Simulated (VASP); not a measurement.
Consider the following.

```
AsB
1.0
    0.00000     2.41768     2.41768
    2.41768     0.00000     2.41768
    2.41768     2.41768     0.00000
B As
1 1
Direct
  0.00000   0.00000   0.00000
  0.25000   0.25000   0.25000
```

Calculation: LDA (Ceperley-Alder, Perdew-Zunger), VASP's LDA PAW potentials (set 64) (plane waves; VASP). Run with 520 eV cut-off, 10×10×10 Γ-centred mesh, Gaussian smearing of 0.050 eV, potentials B As.

Q: Give the stress tensor in GPa (positive for a compressed cell).

A: 
```
-7.63   0.00   0.00
 0.00  -7.63   0.00
 0.00   0.00  -7.63
```
The pressure is its mean diagonal, -7.63 GPa.

The compound is BAs in the zinc blende structure. This cell is one point of a volume scan, at 1.06 of the reference volume.
